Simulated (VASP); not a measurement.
A VASP calculation is set up with these files.

INCAR:
```
NELM=100
GGA=PE
LREAL=.FALSE.   # projection in real space or not
SIGMA=0.136
PREC=Accurate
SYSTEM=NiSi2
ISIF=2   # forces and stress, cell fixed
EDIFF=1E-6   # SCF stop (eV)
LMAXMIX=4
LASPH=.TRUE.
LWAVE=.FALSE.
ALGO=Normal
ENCUT=300
LCHARG=.FALSE.
ISMEAR=-1   # Fermi-Dirac
```

### POSCAR
```
NiSi2
3.8254480
  0.0000000000   0.7071067232   0.7071067232
  0.7071067232   0.0000000000   0.7071067232
  0.7071067232   0.7071067232   0.0000000000
Si Ni
2 1
Direct
  0.2500000000   0.2500000000   0.2500000000
  0.7500000000   0.7500000000   0.7500000000
  0.0000000000   0.0000000000   0.0000000000
```

### KPOINTS
```
Automatic mesh
0
Gamma
1 1 1
0 0 0
```

POTCAR, in this order: Si Ni (PBE.64 set). Program: vasp_std.

Task: Translate this PBE calculation to Quantum ESPRESSO's pw.x.

Result: One equivalent input (not run):
```
&CONTROL
  calculation = 'scf'
  pseudo_dir = './pseudo'
  outdir = './out'
  tprnfor = .true.
  tstress = .true.
/
&SYSTEM
  ibrav = 0
  nat = 3
  ntyp = 2
  ecutwfc = 98
  occupations = 'smearing'
  smearing = 'fermi-dirac'
  degauss = 0.009996
  input_dft = 'pbe'
/
&ELECTRONS
  conv_thr = 7.3e-08
  electron_maxstep = 100
/
ATOMIC_SPECIES
  Si 28.085 Si.upf
  Ni 58.693 Ni.upf
CELL_PARAMETERS angstrom
     0.0000000    2.7050000    2.7050000
     2.7050000    0.0000000    2.7050000
     2.7050000    2.7050000    0.0000000
ATOMIC_POSITIONS crystal
  Si   0.2500000  0.2500000  0.2500000
  Si   0.7500000  0.7500000  0.7500000
  Ni   0.0000000  0.0000000  0.0000000
K_POINTS automatic
  1 1 1 0 0 0
```
The two are equivalent in intent, not identical: the potentials are each code's own (VASP's PAW set, PseudoDojo norm-conserving files in pw.x), so ENCUT and ecutwfc are chosen apart and not converted; conv_thr bounds pw.x's estimated SCF error, while EDIFF bounds the energy change between steps.

The structure is a typed NiSi2 crystal (Fm-3m). The cell was not relaxed at this level. The k-mesh is coarse (spacing up to 2.01 per Å, 2π included), so the numbers may not be converged in it. The run is one of a series of settings (KPOINTS 1×1×1 Γ-centred mesh against the base run), some of them coarse on purpose.
